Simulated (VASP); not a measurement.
These are PBEsol GGA, VASP's PBE PAW potentials (set 64) (plane waves; VASP) values and carry that method's errors.

Input for VASP

File POSCAR:
```
SrTiO3
1
    3.9050000000     0.0000000000     0.0000000000
    0.0000000000     3.9050000000     0.0000000000
    0.0000000000     0.0000000000     3.9050000000
Sr Ti O
1 1 3
Direct
  0.0000000000   0.0000000000   0.0000000000
  0.5000000000   0.5000000000   0.5000000000
  0.5000000000   0.0000000000   0.5000000000
  0.0000000000   0.5000000000   0.5000000000
  0.5000000000   0.5000000000   0.0000000000
```

KPOINTS:
```
Automatic mesh
0
Gamma
6 6 6
0 0 0
```

**INCAR**
```
! general
SYSTEM   =  SrTiO3
PREC     =  Accurate
ENCUT    =  520
LREAL    =  F
LASPH    =  T

! electronic loop
EDIFF    =  1E-6
NELM     =  100
ALGO     =  Normal
LMAXMIX  =  4

! smearing
ISMEAR   =  0
SIGMA    =  0.05

! functional
GGA      =  PS

! ions
IBRION   =  2
NSW      =  60
ISIF     =  3
EDIFFG   =  -0.01

! output
LWAVE    =  F
LCHARG   =  F
```

POTCAR, in this order: Sr_sv Ti_sv O (PBE.64 set). Program: vasp_std.

Q: What will the output report for the number of irreducible k-points (NKPTS), largest plane-wave count, number of space-group operations, FFT grid (NGX, NGY, NGZ)?

A: 
```json
{
 "number of irreducible k-points (NKPTS)": "20",
 "largest_plane_wave_count": "1628",
 "number_of_space_group_operations": "48",
 "FFT grid (NGX, NGY, NGZ)": "30 × 30 × 30"
}
```

The compound is SrTiO3 in the cubic perovskite structure, the ideal cubic form; the compound distorts at low or room temperature. This run relaxes it. Symmetry was kept, so distortions that lower it aren't found.
